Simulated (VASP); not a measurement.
# RbMg6Sn (Amm2) in VASP: further runs, part 2 of 2

VASP 6.6.1.

### 3 Single point, PBE

Input file run.py:

```python
from ase.calculators.vasp import Vasp
from ase.dft.bandgap import bandgap
from ase.io import read

atoms = read('RbMg6Sn.cif')
calc = Vasp(
    directory='calc',
    xc='pbe',
    pp='PBE',
    setups='minimal',
    prec='Accurate',
    encut=500,
    ediff=1e-07,
    ismear=0,
    sigma=0.02,
    lreal=False,
    lasph=True,
    nelm=100,
    algo='Normal',
    isif=2,
    lwave=False,
    lcharg=True,
    lelf=True,
    lvhar=True,
    kpts=[5, 5, 5],
    gamma=True,
    nbands=22,
)
atoms.calc = calc

print('energy (eV):', atoms.get_potential_energy())
print('free energy (eV):', atoms.get_potential_energy(force_consistent=True))
print('forces (eV/A):')
print(atoms.get_forces())
print('stress (eV/A^3, Voigt):', atoms.get_stress())
print('Fermi level (eV):', calc.get_fermi_level())
gap, top, bottom = bandgap(calc)
print('band gap (eV):', gap, 'from (spin, k, band)', top, 'to', bottom)
```

Input file RbMg6Sn.cif:

```cif
data_RbMg6Sn
_cell_length_a 5.22437100
_cell_length_b 7.04453386
_cell_length_c 7.04453386
_cell_angle_alpha 60.08363238
_cell_angle_beta 90.00000000
_cell_angle_gamma 90.00000000
_space_group_name_H-M_alt 'P1'
_space_group_name_Hall 'P 1'
_space_group_IT_number 1
loop_
_space_group_symop_operation_xyz
'x,y,z'
loop_
_atom_site_label
_atom_site_type_symbol
_atom_site_symmetry_multiplicity
_atom_site_Wyckoff_symbol
_atom_site_fract_x
_atom_site_fract_y
_atom_site_fract_z
_atom_site_occupancy
Sn1 Sn 1 a 0.0000000000 0.8542230000 0.8542230000 1
Rb1 Rb 1 a 0.5000000000 0.6675080000 0.6675080000 1
Mg1 Mg 1 a 0.5000000000 0.1613810000 0.1613810000 1
Mg2 Mg 1 a 0.5000000000 0.6771230000 0.1603050000 1
Mg3 Mg 1 a 0.5000000000 0.1603050000 0.6771230000 1
Mg4 Mg 1 a 0.0000000000 0.3324390000 0.3324390000 1
Mg5 Mg 1 a 0.0000000000 0.8570810000 0.2899410000 1
Mg6 Mg 1 a 0.0000000000 0.2899410000 0.8570810000 1
```

Potentials or basis: VASP PAW PBE potentials, release 64 (Sn, Rb_pv, Mg).

Launch:

```sh
$ python run.py
```

Log:

```text
energy (eV): -12.4097072
free energy (eV): -12.41111536
forces (eV/A):
[[ 0.          0.0287718   0.01663942]
 [ 0.          0.01922756  0.01111976]
 [ 0.          0.00478646  0.00276813]
 [ 0.          0.02362209 -0.00393645]
 [ 0.          0.00836923  0.0224378 ]
 [ 0.         -0.03114084 -0.01800949]
 [ 0.         -0.02007752 -0.02716506]
 [ 0.         -0.0335588  -0.0038541 ]]
stress (eV/A^3, Voigt): [ 3.43346433e-03 -1.06200228e-03 -1.11614022e-03  4.70432716e-05
 -0.00000000e+00 -0.00000000e+00]
Fermi level (eV): 1.83993103
band gap (eV): 0.0 from (spin, k, band) (None, None, None) to (None, None, None)
```

OUTCAR:

```text
ENCUT = 500.000000
   EDIFF = 1.00e-07
   GGA = PE
   PREC = Accurate
   ISIF = 2
   ISMEAR = 0
   NELM = 100
   LASPH = .TRUE.
   LREAL = .FALSE.

 ion  position               nearest neighbor table
   1  0.000  0.854  0.854-   7 3.08   8 3.08   5 3.22   5 3.22   4 3.22   4 3.22   2 3.47   2 3.47
                             6 3.54   6 3.54
   2  0.500  0.668  0.668-   1 3.47   1 3.47   8 3.48   8 3.48   7 3.48   7 3.48   5 3.51   4 3.51
                             3 3.53   3 3.53   5 3.54   4 3.54
   3  0.500  0.161  0.161-   8 3.21   8 3.21   7 3.21   7 3.21   6 3.34   6 3.34   4 3.42   5 3.42
                             2 3.53   2 3.53   4 3.63   5 3.63
   4  0.500  0.677  0.160-   1 3.22   1 3.22   7 3.23   7 3.23   6 3.35   6 3.35   5 3.41   3 3.42
                             2 3.51   2 3.54   3 3.63   5 3.65
   5  0.500  0.160  0.677-   1 3.22   1 3.22   8 3.23   8 3.23   6 3.35   6 3.35   4 3.41   3 3.42
                             2 3.51   2 3.54   3 3.63   4 3.65
   6  0.000  0.332  0.332-   3 3.34   3 3.34   5 3.35   4 3.35   4 3.35   5 3.35   8 3.51   7 3.51
                             1 3.54   1 3.54   7 3.56   8 3.56
   7  0.000  0.857  0.290-   8 3.05   1 3.08   3 3.21   3 3.21   4 3.23   4 3.23   2 3.48   2 3.48
                             6 3.51   6 3.56
   8  0.000  0.290  0.857-   7 3.05   1 3.08   3 3.21   3 3.21   5 3.23   5 3.23   2 3.48   2 3.48
                             6 3.51   6 3.56

  LATTYP: Found a base centered orthorhombic cell.
 ALAT       =     7.0534369993
 B/A-ratio  =     1.7291351719
 C/A-ratio  =     0.7406844352

  Lattice vectors:

 A1 = (   0.0000000000,  -3.5133581646,  -6.1058800931)
 A2 = (   0.0000000000,   7.0445338600,   0.0000000000)
 A3 = (   5.2243710000,   0.0000000000,   0.0000000000)

Analysis of symmetry for initial positions (statically):
=====================================================================
 Subroutine PRICEL returns:
 Original cell was already a primitive cell.

 Routine SETGRP: Setting up the symmetry group for a
 base centered orthorhombic supercell.

 Subroutine GETGRP returns: Found  4 space group operations
 (whereof  4 operations were pure point group operations)
 out of a pool of  8 trial point group operations.

The static configuration has the point symmetry C_2v.

Analysis of symmetry for dynamics (positions and initial velocities):
=====================================================================
 Subroutine PRICEL returns:
 Original cell was already a primitive cell.

 Routine SETGRP: Setting up the symmetry group for a
 base centered orthorhombic supercell.

 Subroutine GETGRP returns: Found  4 space group operations
 (whereof  4 operations were pure point group operations)
 out of a pool of  8 trial point group operations.

[... 125 lines left out ...]
   EMIN   =  10.00;   EMAX   =-10.00  energy-range for DOS
   EFERMI =   0.00;   METHOD = LEGACY
   ISMEAR =     0;   SIGMA  =   0.02  broadening in eV -4-tet -1-fermi 0-gaus
   EFERMI_NEDOS =   21; number of points for ismear=-14 and -15
   IALGO  =     38    algorithm
   IMIX   =      4    mixing-type and parameters
     AMIX     =   0.40;   BMIX     =  1.00
     AMIX_MAG =   1.60;   BMIX_MAG =  1.00
  volume/ion in A,a.u.               =      28.09       189.56
  Fermi-wavevector in a.u.,A,eV,Ry     =   0.765783  1.447121  7.978785  0.586424
  Thomas-Fermi vector in A             =   1.865979
   LORBIT       =      0    0 simple, 1 ext, 2 COOP (PROOUT), +10 PAW based schemes
   GGA     = PE    functional components
   LHFCALC =     F    Hartree Fock is set to
   AEXX    =    0.0000 exact exchange contribution
   IVDW    =     0    specifies the selected vdW correction
   LEPSILON=     F    determine dielectric tensor
   LRPA    =     F    only Hartree local field effects (RPA)
 non-spin polarized calculation
 Gauss-broadening in eV      SIGMA  =   0.02
  energy-cutoff  :      500.00
  volume of cell :      224.72
 maximum number of plane-waves:      5735
 NGX is ok and might be reduce to    40
   NGX = 19   NGY = 25   NGZ = 25

 number of electron      23.0000000 magnetization

 Free energy of the ion-electron system (eV)
  ---------------------------------------------------
  ext. energy  EPLUGINS =         0.00000000
  ---------------------------------------------------
  free energy    TOTEN  =       -12.41111536 eV

  energy without entropy =      -12.40829904  energy(sigma->0) =      -12.40970720

 E-fermi :   1.8399     XC(G=0):  -8.2905

 val. band max:        1.8367250030   @ k =   0.2000   0.2000   0.0000
 cond. band min:       1.8483924293   @ k =   0.4000  -0.2000   0.2000
 fundamental gap:      0.0116674263
 Fermi energy:         1.8399310338

 k-point     1 :       0.0000    0.0000    0.0000
  band No.  band energies     occupation
      1      -9.8242      2.00000
      2      -9.8128      2.00000
      3      -9.7425      2.00000
      4      -5.8441      2.00000
      5      -2.4300      2.00000
      6      -1.2199      2.00000
[... 589 lines left out ...]
     21       6.1786      0.00000
     22       6.4514      0.00000

 [... further k-points ...]

------------------------ aborting loop because EDIFF is reached ----------------------------------------

  FORCE on cell =-STRESS in cart. coord.  units (eV):
  Direction    XX          YY          ZZ          XY          YZ          ZX
  --------------------------------------------------------------------------------------
  -------------------------------------------------------------------------------------
  Total       -0.7715550      0.2386491      0.2508148      0.0000000     -0.0105714      0.0000000
  in kB       -5.5010163      1.7015152      1.7882538      0.0000000     -0.0753716      0.0000000
  external PRESSURE =      -0.6704158 kB  Pullay stress =       0.0000000 kB

 VOLUME and BASIS-vectors are now :
 -----------------------------------------------------------------------------
  energy-cutoff  :      500.00
  volume of cell :      224.72
      direct lattice vectors                 reciprocal lattice vectors
     5.224371000  0.000000000  0.000000000     0.191410602  0.000000000  0.000000000
     0.000000000  7.044533860  0.000000000     0.000000000  0.141954034 -0.081681159
     0.000000000  3.513358165  6.105880093     0.000000000  0.000000000  0.163776554

 POSITION                                       TOTAL-FORCE (eV/Angst)
 -----------------------------------------------------------------------------------
      0.00000      9.01879      5.21578         0.000000      0.028772      0.016639
      2.61219      7.04748      4.07572         0.000000      0.019228      0.011120
      2.61219      1.70384      0.98537         0.000000      0.004786      0.002768
      2.61219      5.33322      0.97880         0.000000      0.023622     -0.003936
      2.61219      3.50825      4.13443         0.000000      0.008369      0.022438
      0.00000      3.50986      2.02983         0.000000     -0.031141     -0.018009
      0.00000      7.05640      1.77034         0.000000     -0.020078     -0.027165
      0.00000      5.05373      5.23323         0.000000     -0.033559     -0.003854
 -----------------------------------------------------------------------------------
    total drift:                               -0.000000     -0.000125     -0.000072

  FREE ENERGIE OF THE ION-ELECTRON SYSTEM (eV)
  ---------------------------------------------------
  free  energy   TOTEN  =       -12.4111153562 eV

  energy  without entropy=      -12.4082990418  energy(sigma->0) =      -12.40970720
```

INCAR:

```text
ENCUT = 500.000000
SIGMA = 0.020000
EDIFF = 1.00e-07
ALGO = Normal
GGA = PE
PREC = Accurate
ISIF = 2
ISMEAR = 0
NBANDS = 22
NELM = 100
LASPH = .TRUE.
LCHARG = .TRUE.
LELF = .TRUE.
LVHAR = .TRUE.
LWAVE = .FALSE.
LREAL = .FALSE.
```

It took 3 min on 1 thread of Intel Xeon Platinum 8488C (Sapphire Rapids), shared host; peak memory 0.41 GiB.

What came out:

| Property | Result |
| --- | --- |
| Free energy | -12.4111 eV |
| Pressure | -0.1 GPa |
| Largest force | 0.036 eV/Å |
| Band gap on the k mesh | none (metal or under the smearing width) |

Forces on the atoms (eV/Å):
```
Sn   0.000  0.029  0.017
Rb   0.000  0.019  0.011
Mg   0.000  0.005  0.003
Mg   0.000  0.024 -0.004
Mg   0.000  0.008  0.022
Mg   0.000 -0.031 -0.018
Mg   0.000 -0.020 -0.027
Mg   0.000 -0.034 -0.004
```

### 4 Electrostatic potential, revPBE (atoms moved at random, drawn with an rms of 0.1 Å)

Input file INCAR:

```
ALGO = Normal ; EDIFF = 1E-6
ENCUT = 520 ; GGA = RE
ISIF = 2 ; ISMEAR = 1
LASPH = T ; LCHARG = T
LREAL = F ; LVHAR = T
LWAVE = F ; NELM = 100
PREC = Accurate ; SIGMA = 0.1
```

Input file KPOINTS:

```
k-points
0
Gamma
  5 5 5
```

Input file POSCAR:

```
RbMg6Sn
1.0
    5.2243710000      0.0000000000      0.0000000000
    0.0000000000      3.5267185000      6.0981730000
    0.0000000000     -3.5267185000      6.0981730000
Sn Rb Mg
1 1 6
Direct
   -0.0156810000      0.8576160000      0.8556530000
    0.4994710000      0.6746090000      0.6715700000
    0.4851380000      0.1435940000      0.1597610000
    0.4818530000      0.6614060000      0.1696070000
    0.4937980000      0.1637730000      0.6783590000
    0.0077930000      0.3170420000      0.3436190000
    0.0084390000      0.8582870000      0.2824610000
    0.0041960000      0.2910610000      0.8427630000
```

Potentials or basis: VASP PAW PBE potentials, release 64 (Sn_d, Rb_sv, Mg).

Launch:

```sh
$ cat potpaw_PBE.64/Sn_d/POTCAR potpaw_PBE.64/Rb_sv/POTCAR potpaw_PBE.64/Mg/POTCAR > POTCAR
$ mpirun -np 1 vasp_std > vasp.out
```

Run time: 5.1 min. Hardware: 1 thread of Intel Xeon Platinum 8488C (Sapphire Rapids), shared host; peak memory 0.56 GiB.

It converged, with:

```
Free energy            : -11.0412 eV
Pressure               : 0.9 GPa
Largest force          : 0.330 eV/Å
Band gap on the k mesh : none (metal or under the smearing width)
```

Forces in eV/Å, atoms in the order of the input:
```
Sn   0.103 -0.053 -0.065
Rb  -0.046 -0.073 -0.136
Mg   0.252  0.196  0.086
Mg   0.170 -0.008  0.064
Mg   0.052 -0.001  0.007
Mg  -0.161  0.048 -0.098
Mg  -0.251 -0.132  0.000
Mg  -0.119  0.021  0.142
```

Stress tensor (GPa, compression positive):
```
 0.26 -0.01  0.29
-0.01  0.85 -0.01
 0.29 -0.01  1.44
```

Levels at points of the mesh, in eV from the Fermi level:
| k point | band 14 | band 15 | band 16 | band 17 | band 18 | band 19 | band 20 | band 21 | band 22 |
| --- | --- | --- | --- | --- | --- | --- | --- | --- | --- |
| (0.00, 0.00, 0.00) | -2.08 | -1.46 | -1.23 | -1.05 | -0.39 | 0.94 | 2.03 | 2.32 | 2.44 |

Caveat: the PAW data sets were made with another functional, which shifts forces and pressure a little.

### 5 Single point, RPBE+D3 (cell strained at random at fixed volume)

run.py: that of step 3 with these lines changed.

```diff
@@ -4,25 +4,25 @@
 
-atoms = read('RbMg6Sn.cif')
+atoms = read('RbMg6Sn.xyz')
 calc = Vasp(
     directory='calc',
-    xc='pbe',
+    xc='rpbe',
     pp='PBE',
-    setups='minimal',
+    setups='recommended',
     prec='Accurate',
-    encut=500,
-    ediff=1e-07,
-    ismear=0,
-    sigma=0.02,
+    encut=520,
+    ediff=1e-06,
+    ismear=1,
+    sigma=0.2,
     lreal=False,
     lasph=True,
-    nelm=100,
-    algo='Normal',
+    nelm=60,
+    algo='Fast',
     isif=2,
     lwave=False,
-    lcharg=True,
-    lelf=True,
-    lvhar=True,
+    lcharg=False,
+    ivdw=11,
     kpts=[5, 5, 5],
     gamma=True,
-    nbands=22,
+    nbands=28,
+    nelect=35.1,
 )
```

Input file RbMg6Sn.xyz:

```xyz
8
Lattice="5.2589680000 0.0152900000 -0.0044860000 0.0050850000 3.6885800000 6.1139380000 -0.0155580000 -3.4008440000 5.9475340000" Properties=species:S:1:pos:R:3 pbc="T T T"
Sn    -0.0089462775      0.2457907091     10.3031867963
Rb     2.6224931887      0.1997110819      8.0488860518
Mg     2.6277938568      0.0540801234      1.9442494128
Mg     2.6304331453      1.9600950579      5.0910644782
Mg     2.6197644713     -1.7038468749      5.0050638958
Mg    -0.0034816336      0.0956546681      4.0097036902
Mg    -0.0001526452      2.1753677248      6.9645740505
Mg    -0.0118601162     -1.8453282026      6.8701996859
```

Potentials or basis: VASP PAW PBE potentials, release 64 (Sn_d, Rb_sv, Mg).

Launch:

```sh
$ python run.py
```

Log:

```text
energy (eV): -13.51524397
free energy (eV): -13.52245049
forces (eV/A):
[[ 0.00619542  0.09970603 -0.20092149]
 [-0.00129734 -0.16489927 -0.0075523 ]
 [ 0.00294529 -0.00029556  0.0346703 ]
 [ 0.00217706 -0.06928646 -0.00766479]
 [-0.00038594  0.04372487  0.01795848]
 [-0.00095435  0.06488699  0.01287378]
 [-0.01508138 -0.08707826  0.15194686]
 [ 0.00640126  0.11324166 -0.00131085]]
stress (eV/A^3, Voigt): [-0.00155039 -0.00535111 -0.00443342  0.00132093 -0.00017448  0.00028403]
Fermi level (eV): 2.72518755
band gap (eV): 0.0 from (spin, k, band) (None, None, None) to (None, None, None)
```

OUTCAR:

```text
ENCUT = 520.000000
   NELECT = 35.100000
   EDIFF = 1.00e-06
   GGA = RP
   PREC = Accurate
   ISIF = 2
   ISMEAR = 1
   NELM = 60
   IVDW = 11
   LASPH = .TRUE.
   LREAL = .FALSE.
 IVDW          = 11

 ion  position               nearest neighbor table
   1  1.000  0.854  0.854-   7 3.00   8 3.12   4 3.20   4 3.22   5 3.25   5 3.26   2 3.46   2 3.47
[... 988 lines left out ...]
  volume of cell :      224.72
      direct lattice vectors                 reciprocal lattice vectors
     5.258968000  0.015290000 -0.004486000     0.190153150 -0.000557876  0.000178419
     0.005085000  3.688580000  6.113938000    -0.000336787  0.139188065  0.079587886
    -0.015558000 -3.400844000  5.947534000     0.000489636 -0.143082781  0.086322399

 POSITION                                       TOTAL-FORCE (eV/Angst)
 -----------------------------------------------------------------------------------
      5.25002      0.26108     10.29870         0.006195      0.099706     -0.200921
      2.62249      0.19971      8.04889        -0.001297     -0.164899     -0.007552
      2.62779      0.05408      1.94425         0.002945     -0.000296      0.034670
      2.63043      1.96010      5.09106         0.002177     -0.069286     -0.007665
      2.61976     -1.70385      5.00506        -0.000386      0.043725      0.017958
     -0.00348      0.09565      4.00970        -0.000954      0.064887      0.012874
      5.25882      2.19066      6.96009        -0.015081     -0.087078      0.151947
     -0.01186     -1.84533      6.87020         0.006401      0.113242     -0.001311
 -----------------------------------------------------------------------------------
    total drift:                                0.000214     -0.000188      0.001661

  FREE ENERGIE OF THE ION-ELECTRON SYSTEM (eV)
  ---------------------------------------------------
  free  energy   TOTEN  =       -13.5224504933 eV

  energy  without entropy=      -13.5008309436  energy(sigma->0) =      -13.51524398
```

INCAR:

```text
ENCUT = 520.000000
NELECT = 35.100000
SIGMA = 0.200000
EDIFF = 1.00e-06
ALGO = Fast
GGA = RP
PREC = Accurate
ISIF = 2
ISMEAR = 1
NBANDS = 28
NELM = 60
IVDW = 11
LASPH = .TRUE.
LCHARG = .FALSE.
LWAVE = .FALSE.
LREAL = .FALSE.
```

Run time: 11 min. Hardware: 1 thread of Intel Xeon Platinum 8488C (Sapphire Rapids), shared host; peak memory 0.61 GiB.

These settings aren't checked as converged (typed here: NELECT = 35.100000): the numbers below hold their error.

Results:

- Free energy: -13.5225 eV
- Largest force: 0.224 eV/Å
- Band gap on the k mesh: none (metal or under the smearing width)
- Dispersion energy per atom: -0.366 eV

Caveat: the cell is charged against a uniform background, so pressure and absolute levels hang on convention; the PAW data sets were made with another functional, which shifts forces and pressure a little; pairwise dispersion overbinds metals, which lowers pressure and volume.
